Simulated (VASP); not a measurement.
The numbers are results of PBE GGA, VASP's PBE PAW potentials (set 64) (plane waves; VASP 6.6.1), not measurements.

VASP input:

POSCAR:
```
Al35N36
1
    4.6932676572    -8.1289780179     0.0000000000
    4.6932676572     8.1289780179     0.0000000000
    0.0000000000     0.0000000000    10.0192026156
Al N
35 36
Direct
  0.2222220000   0.1111110000   0.2500000000
  0.1111110000   0.2222220000   0.0000000000
  0.2222220000   0.1111110000   0.7500000000
  0.1074920000   0.2211480000   0.4992230000
  0.2160250000   0.4413550000   0.2456200000
  0.1111110000   0.5555560000   0.0000000000
  0.2261980000   0.4435630000   0.7485270000
  0.1102230000   0.5539940000   0.5047900000
  0.2222220000   0.7777780000   0.2500000000
  0.1111110000   0.8888890000   0.0000000000
  0.2222220000   0.7777780000   0.7500000000
  0.1111110000   0.8888890000   0.5000000000
  0.5555560000   0.1111110000   0.2500000000
  0.4444440000   0.2222220000   0.0000000000
  0.5555560000   0.1111110000   0.7500000000
  0.4461870000   0.2184350000   0.4975870000
  0.5575620000   0.4476980000   0.2541090000
  0.4444440000   0.5555560000   0.0000000000
  0.5496770000   0.4399160000   0.7536330000
  0.5582280000   0.7801640000   0.2520150000
  0.4444440000   0.8888890000   0.0000000000
  0.5520000000   0.7769370000   0.7459720000
  0.4381240000   0.8850660000   0.5029260000
  0.8888890000   0.1111110000   0.2500000000
  0.7777780000   0.2222220000   0.0000000000
  0.8888890000   0.1111110000   0.7500000000
  0.7777780000   0.2222220000   0.5000000000
  0.8888890000   0.4444440000   0.2500000000
  0.7777780000   0.5555560000   0.0000000000
  0.8888890000   0.4444440000   0.7500000000
  0.7761090000   0.5563970000   0.5046190000
  0.8888890000   0.7777780000   0.2500000000
  0.7777780000   0.8888890000   0.0000000000
  0.8888890000   0.7777780000   0.7500000000
  0.7838530000   0.8917560000   0.5038050000
  0.2222220000   0.1111110000   0.4410000000
  0.1111110000   0.2222220000   0.1910000000
  0.2222220000   0.1111110000   0.9410000000
  0.1111110000   0.2222220000   0.6910000000
  0.2230740000   0.4445940000   0.4363420000
  0.1111110000   0.5555560000   0.1910000000
  0.2222220000   0.4444440000   0.9410000000
  0.1111110000   0.5555560000   0.6910000000
  0.2222220000   0.7777780000   0.4410000000
  0.1111110000   0.8888890000   0.1910000000
  0.2222220000   0.7777780000   0.9410000000
  0.1111110000   0.8888890000   0.6910000000
  0.5555560000   0.1111110000   0.4410000000
  0.4444440000   0.2222220000   0.1910000000
  0.5555560000   0.1111110000   0.9410000000
  0.4444440000   0.2222220000   0.6910000000
  0.5518680000   0.4441120000   0.4381250000
  0.4435780000   0.5518850000   0.1884750000
  0.5555560000   0.4444440000   0.9410000000
  0.4435490000   0.5491710000   0.6902250000
  0.5514430000   0.7788730000   0.4362590000
  0.4444440000   0.8888890000   0.1910000000
  0.5555560000   0.7777780000   0.9410000000
  0.4444440000   0.8888890000   0.6910000000
  0.8888890000   0.1111110000   0.4410000000
  0.7777780000   0.2222220000   0.1910000000
  0.8888890000   0.1111110000   0.9410000000
  0.7777780000   0.2222220000   0.6910000000
  0.8888890000   0.4444440000   0.4410000000
  0.7777780000   0.5555560000   0.1910000000
  0.8888890000   0.4444440000   0.9410000000
  0.7777780000   0.5555560000   0.6910000000
  0.8888890000   0.7777780000   0.4410000000
  0.7777780000   0.8888890000   0.1910000000
  0.8888890000   0.7777780000   0.9410000000
  0.7777780000   0.8888890000   0.6910000000
```

File KPOINTS:
```
Automatic mesh
0
Gamma
1 1 1
0 0 0
```

INCAR:
```
SYSTEM  =  Al35N36
PREC  =  Normal; ENCUT  =  400; LREAL  =  Auto
LASPH  =  .TRUE.; ISYM  =  0; NELECT  =  284.0
EDIFF  =  1E-5; NELM  =  100; NELMIN  =  4
ALGO  =  Fast
ISMEAR  =  0; SIGMA  =  0.05
GGA  =  PE
IBRION  =  2; NSW  =  60; ISIF  =  2
EDIFFG  =  -0.03
LWAVE  =  .TRUE.; LCHARG  =  .FALSE.
```

POTCAR, in this order: Al N (PBE.64 set). Program: vasp_gam.

The run wrote:

### OSZICAR
```
...
RMM:   2    -0.525840226161E+03   -0.13702E-02   -0.48436E-04   356   0.394E-02    0.668E-01
RMM:   3    -0.525838411167E+03    0.18150E-02   -0.26103E-04   346   0.414E-02    0.499E-02
RMM:   4    -0.525838853398E+03   -0.44223E-03   -0.81683E-05   283   0.259E-02    0.667E-02
RMM:   5    -0.525838855796E+03   -0.23983E-05   -0.16240E-05   217   0.102E-02
   9 F= -.52583886E+03 E0= -.52580047E+03  d E =-.396496E-01
       N       E                     dE             d eps       ncg     rms          rms(c)
DAV:   1    -0.525851713980E+03   -0.12861E-01   -0.55706E+00   356   0.595E+00    0.113E+00
RMM:   2    -0.526146317855E+03   -0.29460E+00   -0.21851E-01   356   0.876E-01    0.566E+00
RMM:   3    -0.525868313764E+03    0.27800E+00   -0.60862E-02   357   0.520E-01    0.271E+00
RMM:   4    -0.525851280791E+03    0.17033E-01   -0.16070E-02   357   0.297E-01    0.121E+00
RMM:   5    -0.525852492232E+03   -0.12114E-02   -0.98504E-03   362   0.197E-01    0.284E-01
RMM:   6    -0.525855958421E+03   -0.34662E-02   -0.31691E-03   357   0.121E-01    0.100E+00
RMM:   7    -0.525852516118E+03    0.34423E-02   -0.13298E-03   358   0.756E-02    0.221E-01
RMM:   8    -0.525852933057E+03   -0.41694E-03   -0.87071E-04   358   0.641E-02    0.170E-01
RMM:   9    -0.525852872447E+03    0.60610E-04   -0.16836E-04   348   0.268E-02    0.880E-02
RMM:  10    -0.525852870359E+03    0.20886E-05   -0.52111E-05   284   0.158E-02
  10 F= -.52585287E+03 E0= -.52581438E+03  d E =-.140146E-01
       N       E                     dE             d eps       ncg     rms          rms(c)
DAV:   1    -0.525852878030E+03   -0.55829E-05   -0.17231E-03   374   0.105E-01    0.373E-02
RMM:   2    -0.525853544345E+03   -0.66632E-03   -0.18705E-04   345   0.222E-02    0.480E-01
RMM:   3    -0.525852661119E+03    0.88323E-03   -0.12974E-04   309   0.289E-02    0.354E-02
RMM:   4    -0.525852870038E+03   -0.20892E-03   -0.38750E-05   246   0.186E-02    0.217E-02
RMM:   5    -0.525852877077E+03   -0.70389E-05   -0.66126E-06   206   0.602E-03
  11 F= -.52585288E+03 E0= -.52581438E+03  d E =-.140213E-01
       N       E                     dE             d eps       ncg     rms          rms(c)
DAV:   1    -0.525857710199E+03   -0.48402E-02   -0.21059E+00   356   0.366E+00    0.575E-01
RMM:   2    -0.525969919566E+03   -0.11221E+00   -0.64824E-02   356   0.499E-01    0.474E+00
RMM:   3    -0.525845079968E+03    0.12484E+00   -0.20344E-02   358   0.346E-01    0.591E-01
RMM:   4    -0.525859062108E+03   -0.13982E-01   -0.42954E-03   357   0.184E-01    0.561E-01
RMM:   5    -0.525859132560E+03   -0.70452E-04   -0.18531E-03   358   0.990E-02    0.172E-01
RMM:   6    -0.525859165801E+03   -0.33241E-04   -0.66144E-04   356   0.565E-02    0.141E-01
RMM:   7    -0.525859663225E+03   -0.49742E-03   -0.29990E-04   353   0.307E-02    0.451E-01
RMM:   8    -0.525859003007E+03    0.66022E-03   -0.16763E-04   347   0.290E-02    0.859E-02
RMM:   9    -0.525859091705E+03   -0.88698E-04   -0.59678E-05   290   0.173E-02    0.599E-02
RMM:  10    -0.525859092270E+03   -0.56510E-06   -0.11970E-05   219   0.928E-03
  12 F= -.52585909E+03 E0= -.52582057E+03  d E =-.621519E-02
       N       E                     dE             d eps       ncg     rms          rms(c)
DAV:   1    -0.525859337561E+03   -0.24586E-03   -0.23018E-01   360   0.121E+00    0.188E-01
RMM:   2    -0.525873635348E+03   -0.14298E-01   -0.69944E-03   356   0.164E-01    0.217E+00
RMM:   3    -0.525855507949E+03    0.18127E-01   -0.27011E-03   357   0.144E-01    0.168E-01
RMM:   4    -0.525859428831E+03   -0.39209E-02   -0.80773E-04   357   0.886E-02    0.170E-01
RMM:   5    -0.525859511476E+03   -0.82645E-04   -0.16940E-04   327   0.348E-02    0.820E-02
RMM:   6    -0.525859506337E+03    0.51388E-05   -0.64582E-05   318   0.185E-02
  13 F= -.52585951E+03 E0= -.52582098E+03  d E =-.662926E-02
       N       E                     dE             d eps       ncg     rms          rms(c)
DAV:   1    -0.525861690148E+03   -0.21787E-02   -0.11549E+00   356   0.268E+00    0.506E-01
RMM:   2    -0.525949251948E+03   -0.87562E-01   -0.43542E-02   356   0.387E-01    0.412E+00
RMM:   3    -0.525856692952E+03    0.92559E-01   -0.15194E-02   357   0.270E-01    0.945E-01
RMM:   4    -0.525861414913E+03   -0.47220E-02   -0.31017E-03   356   0.151E-01    0.219E-01
RMM:   5    -0.525862267172E+03   -0.85226E-03   -0.12921E-03   358   0.775E-02    0.134E-01
RMM:   6    -0.525862654398E+03   -0.38723E-03   -0.51287E-04   357   0.472E-02    0.374E-01
RMM:   7    -0.525862259098E+03    0.39530E-03   -0.13355E-04   335   0.255E-02    0.170E-01
RMM:   8    -0.525862243982E+03    0.15116E-04   -0.63043E-05   285   0.171E-02    0.247E-02
RMM:   9    -0.525862270832E+03   -0.26850E-04   -0.25587E-05   236   0.110E-02    0.333E-02
RMM:  10    -0.525862269677E+03    0.11553E-05   -0.63753E-06   212   0.569E-03
  14 F= -.52586227E+03 E0= -.52582372E+03  d E =-.276334E-02
       N       E                     dE             d eps       ncg     rms          rms(c)
DAV:   1    -0.525862271636E+03   -0.80395E-06   -0.24057E-03   408   0.122E-01    0.185E-02
RMM:   2    -0.525862408944E+03   -0.13731E-03   -0.67228E-05   303   0.160E-02    0.220E-01
RMM:   3    -0.525862247157E+03    0.16179E-03   -0.23831E-05   227   0.124E-02    0.155E-02
RMM:   4    -0.525862274816E+03   -0.27659E-04   -0.65420E-06   195   0.784E-03    0.271E-02
RMM:   5    -0.525862273335E+03    0.14803E-05   -0.13372E-06   158   0.303E-03
  15 F= -.52586227E+03 E0= -.52582373E+03  d E =-.276700E-02
       N       E                     dE             d eps       ncg     rms          rms(c)
DAV:   1    -0.525863369519E+03   -0.10947E-02   -0.43758E-01   356   0.166E+00    0.387E-01
RMM:   2    -0.525923547177E+03   -0.60178E-01   -0.22961E-02   356   0.272E-01    0.390E+00
RMM:   3    -0.525853423451E+03    0.70124E-01   -0.10645E-02   358   0.248E-01    0.509E-01
RMM:   4    -0.525863141976E+03   -0.97185E-02   -0.25589E-03   356   0.155E-01    0.177E-01
RMM:   5    -0.525863467490E+03   -0.32551E-03   -0.69850E-04   357   0.565E-02    0.146E-01
RMM:   6    -0.525863540869E+03   -0.73379E-04   -0.20650E-04   343   0.292E-02    0.187E-01
RMM:   7    -0.525863431267E+03    0.10960E-03   -0.11691E-04   338   0.233E-02    0.517E-02
RMM:   8    -0.525863435935E+03   -0.46686E-05   -0.29730E-05   243   0.119E-02
  16 F= -.52586344E+03 E0= -.52582489E+03  d E =-.116260E-02
       N       E                     dE             d eps       ncg     rms          rms(c)
DAV:   1    -0.525863435976E+03   -0.47100E-05   -0.43662E-04   384   0.507E-02    0.138E-02
RMM:   2    -0.525863513100E+03   -0.77123E-04   -0.24640E-05   233   0.914E-03    0.165E-01
RMM:   3    -0.525863420623E+03    0.92476E-04   -0.12195E-05   201   0.833E-03    0.110E-02
RMM:   4    -0.525863436284E+03   -0.15660E-04   -0.31585E-06   178   0.545E-03    0.542E-03
RMM:   5    -0.525863437277E+03   -0.99341E-06   -0.39123E-07    91   0.178E-03
  17 F= -.52586344E+03 E0= -.52582488E+03  d E =-.116394E-02
       N       E                     dE             d eps       ncg     rms          rms(c)
DAV:   1    -0.525863796031E+03   -0.35975E-03   -0.15905E-01   356   0.101E+00    0.227E-01
RMM:   2    -0.525885761853E+03   -0.21966E-01   -0.78360E-03   356   0.160E-01    0.258E+00
RMM:   3    -0.525859820852E+03    0.25941E-01   -0.38117E-03   358   0.151E-01    0.273E-01
RMM:   4    -0.525863734728E+03   -0.39139E-02   -0.90652E-04   356   0.947E-02    0.156E-01
RMM:   5    -0.525863802760E+03   -0.68032E-04   -0.23007E-04   347   0.355E-02    0.764E-02
RMM:   6    -0.525863852943E+03   -0.50183E-04   -0.65547E-05   282   0.175E-02    0.126E-01
RMM:   7    -0.525863799942E+03    0.53001E-04   -0.42553E-05   285   0.139E-02    0.363E-02
RMM:   8    -0.525863803260E+03   -0.33178E-05   -0.10694E-05   215   0.733E-03
  18 F= -.52586380E+03 E0= -.52582525E+03  d E =-.365983E-03
```

### OUTCAR
```
------------------------ aborting loop because EDIFF is reached ----------------------------------------
  FORCE on cell =-STRESS in cart. coord.  units (eV):
  Direction    XX          YY          ZZ          XY          YZ          ZX
  --------------------------------------------------------------------------------------
  Total      -15.1313249    -14.8555414    -25.6245092     -0.0146074     -0.0590140     -0.0202720
  in kB      -31.7112317    -31.1332629    -53.7021548     -0.0306132     -0.1236777     -0.0424848
  external PRESSURE =     -38.8488831 kB  Pullay stress =       0.0000000 kB
  volume of cell :      764.49
      direct lattice vectors                 reciprocal lattice vectors
     4.693267657 -8.128978018  0.000000000     0.106535582 -0.061508347  0.000000000
     4.693267657  8.128978018  0.000000000     0.106535582  0.061508347  0.000000000
     0.000000000  0.000000000 10.019202616     0.000000000  0.000000000  0.099808342
  FREE ENERGIE OF THE ION-ELECTRON SYSTEM (eV)
  ---------------------------------------------------
  free  energy   TOTEN  =      -525.8638032598 eV

  energy  without entropy=     -525.7866959995  energy(sigma->0) =     -525.82524963

 reached required accuracy - stopping structural energy minimisation
```
(Selected blocks of OUTCAR.)

File CONTCAR:
```
Al35N36
   1.00000000000000
     4.6932676571999998   -8.1289780178999997    0.0000000000000000
     4.6932676571999998    8.1289780178999997    0.0000000000000000
     0.0000000000000000    0.0000000000000000   10.0192026155999994
  Al              N
    35    36
Direct
     0.2217703160368613    0.1106841379677683    0.2485113890818490
     0.1101542391180327    0.2206335690437387    0.9988319091846155
     0.2217343642522944    0.1102164495006119    0.7507845059242410
     0.1118694175951566    0.2190109031691039    0.5026301486276146
     0.2218480252589664    0.4442172175358805    0.2460535747548122
     0.1100606006688312    0.5558093209566729    0.9988284428977264
     0.2187581375770636    0.4424660803558237    0.7499608325568696
     0.1117484098156416    0.5591974089324548    0.5025971889041838
     0.2217688021694489    0.7776201496062479    0.2485131414698056
     0.1108644888990846    0.8886104038527929    0.0003680530361832
     0.2217256111221670    0.7777055363801678    0.7507716234754308
     0.1108255202396398    0.8885982710186692    0.4993566789780753
     0.5553284225587036    0.1109221093691528    0.2481303607535379
     0.4436458170031716    0.2206286586710731    0.9989251792273195
     0.5557041548091650    0.1109192212020718    0.7504071129696146
     0.4401613891943393    0.2190554923294235    0.5026763155904643
     0.5551852175694202    0.4442439860504247    0.2461511617016778
     0.4442069953927925    0.5553134183400207    0.9960686465580714
     0.5569081183915262    0.4424655517387093    0.7500548271620379
     0.5552986289468743    0.7777058471987263    0.2460287008140760
     0.4435864090213566    0.8893569814153400    0.9988658222170445
     0.5569638272129810    0.7807168725147706    0.7500180864640824
     0.4401931998235432    0.8875814597476633    0.5025684283849381
     0.8884478321836252    0.1109464467537970    0.2480887926050119
     0.7775283035842518    0.2219391953666369    0.9999215583954849
     0.8884487192756918    0.1109823767527945    0.7504234301963060
     0.7773876238475144    0.2219443505775692    0.4997989559797411
     0.8884386167139240    0.4440995611055953    0.2481206917783536
     0.7788502504680642    0.5558645084678715    0.9989048496806010
     0.8884686928842398    0.4436960686406497    0.7504099927470865
     0.7803311363451977    0.5592716838358436    0.5026596812367233
     0.8887903098186318    0.7777057480303838    0.2484957832157503
     0.7789331792936962    0.8893965987375562    0.9988262687654239
     0.8892237042147764    0.7777223446659576    0.7507912796357704
     0.7804321933101395    0.8875594587552780    0.5026283488641391
     0.2216251409830552    0.1102203543481697    0.4409973147536170
     0.1106181649241527    0.2211452789140195    0.1898045753585394
     0.2217593534013985    0.1103037499510008    0.9412754942571231
     0.1105410504722727    0.2209459251645586    0.6920766051474797
     0.1923931053837654    0.4293468797342070    0.4334110765962078
     0.1105482641011461    0.5559803759240750    0.1897838297479886
     0.2200179823306661    0.4431638364152626    0.9430876084280208
     0.1105126497331790    0.5557567782866843    0.6920634866445247
     0.2216125206042336    0.7777507635040681    0.4410164979892321
     0.1107879984131019    0.8886662314632185    0.1914382743810712
     0.2216981663927618    0.7777512715230183    0.9412570354014790
     0.1108558035062361    0.8885296455301220    0.6909851885310400
     0.5553573083568929    0.1109587566363786    0.4404209851289754
     0.4434198610449624    0.2211956766623780    0.1899153280213245
     0.5556380115975780    0.1109868178347298    0.9411344117933529
     0.4436536783422381    0.2209701447457271    0.6920832073081091
     0.5697543929057948    0.4296773538997864    0.4336230468735165
     0.4441167183884036    0.5553946069248967    0.1899887961131761
     0.5562737955395395    0.4431478885769748    0.9431578956125597
     0.4442377589313124    0.5551744646100507    0.7198734972130142
     0.5700366479211901    0.8069934652093712    0.4333648178190531
     0.4433702186934271    0.8888242006858502    0.1898055759429075
     0.5563413717934083    0.7795379291206422    0.9431150298984818
     0.4436723624204252    0.8888660357827568    0.6920429404380923
     0.8884760407575463    0.1109477757960459    0.4404131066523846
     0.7774725252018844    0.2220495636407324    0.1913240381123147
     0.8885340164080674    0.1110439262087109    0.9411359673026520
     0.7775297444840498    0.2218929066627980    0.6908393203433038
     0.8883738673129853    0.4439960090449833    0.4404201269711341
     0.7782761541477496    0.5560741945020575    0.1898883095488237
     0.8884368233011918    0.4438170863940776    0.9411340761493656
     0.7784488895846408    0.5557807468990287    0.6920790581992458
     0.8891687362835221    0.7778430194953027    0.4410129020584784
     0.7783788742122723    0.8888585947072285    0.1897852344952107
     0.8892002067350230    0.7777582406768715    0.9412591099764016
     0.7784611207730973    0.8889061159369719    0.6920664669572206
```

At this cut-off the stress carries a Pulay error, which pulls relaxed volumes low. The cell is charged, with a uniform compensating background. The supercell is sampled at Γ alone, which is coarse: total energies, pressure and levels can be off, energies of defects by several tenths of an eV.

The cell is a supercell with a defect, built from AlN (wurtzite): vac_Al, charge +1. The run is not spin-polarised, so no state with unpaired spins was tried.
